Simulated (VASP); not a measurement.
These are RPBE GGA, VASP's PBE PAW potentials (set 64) (plane waves; VASP) values and carry that method's errors.

A VASP calculation is set up with these files.

**POSCAR**
```
CeO2
1.0
  0.0000000000   2.7512213219   2.7512213219
  2.7512213219   0.0000000000   2.7512213219
  2.7512213219   2.7512213219   0.0000000000
Ce O
1 2
direct
  0.0000000000   0.0000000000   0.0000000000
  0.2500000000   0.2500000000   0.2500000000
  0.7500000000   0.7500000000   0.7500000000
```

**KPOINTS**
```
Regular mesh
0
gamma
  6 6 6
```

**INCAR**
```
NSW  =  60
GGA  =  RP
EDIFF  =  1E-6   ! SCF stop (eV)
ISIF  =  3   ! ions, shape and volume
EDIFFG  =  -0.02   ! ionic stop
LMAXMIX  =  6
ENCUT  =  520
SYSTEM  =  CeO2
ISMEAR  =  0
LASPH  =  .TRUE.   ! aspherical one-centre terms
IBRION  =  2
SIGMA  =  0.05   ! width (eV)
LCHARG  =  .FALSE.
ALGO  =  Normal   ! blocked Davidson
NELM  =  100
PREC  =  Accurate
LREAL  =  .FALSE.
LWAVE  =  .FALSE.
```

POTCAR, in this order: Ce O (PBE.64 set). Program: vasp_std.

Output

OSZICAR:
```
       N       E                     dE             d eps       ncg     rms          rms(c)
DAV:   1     0.227467309020E+03    0.22747E+03   -0.11445E+04   520   0.191E+03
DAV:   2     0.822345450595E+01   -0.21924E+03   -0.20785E+03   808   0.306E+02
DAV:   3    -0.287983523204E+02   -0.37022E+02   -0.33934E+02   640   0.147E+02
DAV:   4    -0.304250989195E+02   -0.16267E+01   -0.16266E+01   840   0.348E+01
DAV:   5    -0.304919883833E+02   -0.66889E-01   -0.66884E-01   784   0.610E+00    0.275E+01
DAV:   6    -0.291970229267E+02    0.12950E+01   -0.10498E+02   784   0.587E+01    0.321E+01
DAV:   7    -0.271777981077E+02    0.20192E+01   -0.23407E+02   824   0.135E+02    0.195E+01
DAV:   8    -0.265887870818E+02    0.58901E+00   -0.43622E+00   632   0.224E+01    0.137E+01
DAV:   9    -0.250931513251E+02    0.14956E+01   -0.64853E+00   760   0.211E+01    0.238E+00
DAV:  10    -0.250342213761E+02    0.58930E-01   -0.24127E-01   912   0.447E+00    0.175E+00
DAV:  11    -0.249928648313E+02    0.41357E-01   -0.58540E-02   768   0.239E+00    0.142E+00
DAV:  12    -0.249518990332E+02    0.40966E-01   -0.13738E-01   752   0.352E+00    0.721E-01
DAV:  13    -0.249570328355E+02   -0.51338E-02   -0.24599E-01   784   0.445E+00    0.109E+00
DAV:  14    -0.249480816523E+02    0.89512E-02   -0.79332E-02   792   0.257E+00    0.729E-02
DAV:  15    -0.249483209029E+02   -0.23925E-03   -0.17105E-03   704   0.294E-01    0.623E-02
DAV:  16    -0.249485701893E+02   -0.24929E-03   -0.34197E-03   792   0.573E-01    0.149E-01
DAV:  17    -0.249482938211E+02    0.27637E-03   -0.32064E-03   696   0.538E-01    0.281E-02
DAV:  18    -0.249482952824E+02   -0.14613E-05   -0.33391E-05   800   0.460E-02    0.253E-02
DAV:  19    -0.249482917375E+02    0.35448E-05   -0.12305E-05   744   0.294E-02    0.133E-02
DAV:  20    -0.249482889437E+02    0.27939E-05   -0.11464E-05   576   0.305E-02    0.345E-03
DAV:  21    -0.249482884310E+02    0.51264E-06   -0.24544E-06   472   0.146E-02
   1 F= -.24948288E+02 E0= -.24948288E+02  d E =-.249483E+02
       N       E                     dE             d eps       ncg     rms          rms(c)
DAV:   1    -0.249509942437E+02   -0.27053E-02   -0.69372E-02   536   0.274E+00    0.772E-01
DAV:   2    -0.249499839946E+02    0.10102E-02   -0.38746E-02   768   0.195E+00    0.414E-01
DAV:   3    -0.249488156920E+02    0.11683E-02   -0.31046E-02   752   0.142E+00    0.288E-01
DAV:   4    -0.249482790899E+02    0.53660E-03   -0.46995E-03   760   0.624E-01    0.227E-02
DAV:   5    -0.249482715101E+02    0.75798E-05   -0.11190E-04   864   0.778E-02    0.229E-02
DAV:   6    -0.249482722438E+02   -0.73366E-06   -0.92302E-06   800   0.241E-02
   2 F= -.24948272E+02 E0= -.24948272E+02  d E =0.161872E-04
       N       E                     dE             d eps       ncg     rms          rms(c)
DAV:   1    -0.249490992069E+02   -0.82770E-03   -0.19961E-02   560   0.147E+00    0.413E-01
DAV:   2    -0.249488136298E+02    0.28558E-03   -0.10789E-02   776   0.102E+00    0.219E-01
DAV:   3    -0.249485087068E+02    0.30492E-03   -0.90235E-03   752   0.769E-01    0.158E-01
DAV:   4    -0.249483496064E+02    0.15910E-03   -0.12988E-03   760   0.330E-01    0.113E-02
DAV:   5    -0.249483486885E+02    0.91789E-06   -0.34829E-05   864   0.374E-02    0.954E-03
DAV:   6    -0.249483498120E+02   -0.11235E-05   -0.17589E-06   408   0.105E-02    0.510E-03
DAV:   7    -0.249483521287E+02   -0.23167E-05   -0.39328E-06   664   0.126E-02    0.274E-03
DAV:   8    -0.249483526457E+02   -0.51698E-06   -0.43519E-07   272   0.546E-03
   3 F= -.24948353E+02 E0= -.24948353E+02  d E =-.642147E-04
```

### OUTCAR
```
------------------------ aborting loop because EDIFF is reached ----------------------------------------
  FORCE on cell =-STRESS in cart. coord.  units (eV):
  Direction    XX          YY          ZZ          XY          YZ          ZX
  --------------------------------------------------------------------------------------
  Total        0.0027125      0.0027125      0.0027125     -0.0000000      0.0000000     -0.0000000
  in kB        0.1041657      0.1041657      0.1041657     -0.0000000      0.0000000     -0.0000000
  external PRESSURE =       0.1041657 kB  Pullay stress =       0.0000000 kB
  volume of cell :       41.72
      direct lattice vectors                 reciprocal lattice vectors
    -0.000000000  2.752792108  2.752792108    -0.181633767  0.181633767  0.181633767
     2.752792108 -0.000000000  2.752792108     0.181633767 -0.181633767  0.181633767
     2.752792108  2.752792108  0.000000000     0.181633767  0.181633767 -0.181633767
 POSITION                                       TOTAL-FORCE (eV/Angst)
 -----------------------------------------------------------------------------------
      0.00000      0.00000      0.00000        -0.000000     -0.000000     -0.000000
      1.37640      1.37640      1.37640        -0.000000     -0.000000     -0.000000
      4.12919      4.12919      4.12919         0.000000      0.000000      0.000000
 -----------------------------------------------------------------------------------
    total drift:                                0.000000     -0.000000      0.000000
  FREE ENERGIE OF THE ION-ELECTRON SYSTEM (eV)
  ---------------------------------------------------
  free  energy   TOTEN  =       -24.9483526457 eV

  energy  without entropy=      -24.9483526457  energy(sigma->0) =      -24.94835265

 reached required accuracy - stopping structural energy minimisation
```
(Selected blocks of OUTCAR.)

**CONTCAR**
```
CeO2
   1.00000000000000
    -0.0000000000000000    2.7527921076348143    2.7527921076348143
     2.7527921076348143   -0.0000000000000000    2.7527921076348143
     2.7527921076348143    2.7527921076348143    0.0000000000000000
  Ce              O
     1     2
Direct
     0.0000000000000000    0.0000000000000000    0.0000000000000000
     0.2500000000000000    0.2500000000000000    0.2500000000000000
     0.7500000000000000    0.7500000000000000    0.7500000000000000
```

The compound is CeO2 in the fluorite structure. This run relaxes it. Symmetry was kept, so distortions that lower it aren't found. The start is the result of an earlier pass. The run is not spin-polarised, so no magnetic state was tried.
